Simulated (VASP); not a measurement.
Input for VASP

**POSCAR**
```
CsPbBr3
5.8891440
  1.0000000000   0.0000000000   0.0000000000
  0.0000000000   1.0000000000   0.0000000000
  0.0000000000   0.0000000000   4.2320072323
Cs Pb Br
2 2 6
Direct
  0.0000000000   0.0000000000   0.4403300000
  0.0000000000   0.0000000000   0.6790100000
  0.5000000000   0.5000000000   0.3209900000
  0.5000000000   0.5000000000   0.5596700000
  0.5000000000   0.5000000000   0.4403300000
  0.0000000000   0.5000000000   0.3209900000
  0.5000000000   0.0000000000   0.3209900000
  0.5000000000   0.5000000000   0.6790100000
  0.0000000000   0.5000000000   0.5596700000
  0.5000000000   0.0000000000   0.5596700000
```

KPOINTS:
```
Regular mesh
0
Gamma
  3 3 1
0 0 0
```

**INCAR**
```
SIGMA = 0.136   ! width (eV)
LREAL = .FALSE.   ! projection in real space or not
SYSTEM = CsPbBr3
LCHARG = .FALSE.
ENCUT = 300   ! plane-wave cut-off (eV)
EDIFF = 1E-6   ! SCF stop (eV)
LWAVE = .FALSE.
PREC = Accurate
NELM = 100   ! most electronic steps
GGA = 91   ! PW91
ISMEAR = 1
ALGO = Normal   ! blocked Davidson
ISIF = 2
LMAXMIX = 4
LASPH = .TRUE.   ! aspherical one-centre terms
```

POTCAR, in this order: Cs_sv Pb_d Br (PBE.64 set). Program: vasp_std.

Question: Translate this PW91 calculation to Quantum ESPRESSO's pw.x.

Answer: One equivalent input (not run):
```
&CONTROL
  calculation = 'scf'
  pseudo_dir = './pseudo'
  outdir = './out'
  tprnfor = .true.
  tstress = .true.
/
&SYSTEM
  ibrav = 0
  nat = 10
  ntyp = 3
  ecutwfc = 62.5
  occupations = 'smearing'
  smearing = 'methfessel-paxton'
  degauss = 0.009996
  input_dft = 'pw91'
/
&ELECTRONS
  conv_thr = 7.3e-08
  electron_maxstep = 100
/
ATOMIC_SPECIES
  Cs 132.905 Cs.upf
  Pb 207.200 Pb.upf
  Br 79.904 Br.upf
CELL_PARAMETERS angstrom
     5.8891440    0.0000000    0.0000000
     0.0000000    5.8891440    0.0000000
     0.0000000    0.0000000   24.9229000
ATOMIC_POSITIONS crystal
  Cs   0.0000000  0.0000000  0.4403300
  Cs   0.0000000  0.0000000  0.6790100
  Pb   0.5000000  0.5000000  0.3209900
  Pb   0.5000000  0.5000000  0.5596700
  Br   0.5000000  0.5000000  0.4403300
  Br   0.0000000  0.5000000  0.3209900
  Br   0.5000000  0.0000000  0.3209900
  Br   0.5000000  0.5000000  0.6790100
  Br   0.0000000  0.5000000  0.5596700
  Br   0.5000000  0.0000000  0.5596700
K_POINTS automatic
  3 3 1 0 0 0
```
The two are equivalent in intent, not identical: the potentials are each code's own (VASP's PAW set, PseudoDojo norm-conserving files in pw.x), so ENCUT and ecutwfc are chosen apart and not converted; conv_thr bounds pw.x's estimated SCF error, while EDIFF bounds the energy change between steps.

The cell is a sheet with vacuum, built from a database entry that may be metastable or hypothetical.
